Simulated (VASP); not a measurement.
Given:

```yaml
crystal:
  lattice:
    - [0.00000, 2.86603, 2.86603]
    - [2.86603, 0.00000, 2.86603]
    - [2.86603, 2.86603, 0.00000]
  atoms:
    - { symbol: Al, position: [0.00000, 0.00000, 0.00000] }
    - { symbol: As, position: [0.25000, 0.25000, 0.25000] }
```

These are PBE GGA, VASP's PBE PAW potentials (set 64) (plane waves; VASP) values and carry that method's errors. Settings: 400 eV cut-off, 7×7×7 Γ-centred mesh, Gaussian smearing of 0.050 eV, potentials Al As.

Question: Predict the energy per atom (σ→0).

Answer: 
The energy per atom (σ→0) is -4.692 eV/atom.

The compound is AlAs in the zinc blende structure. It was relaxed first. The start is the result of an earlier pass.
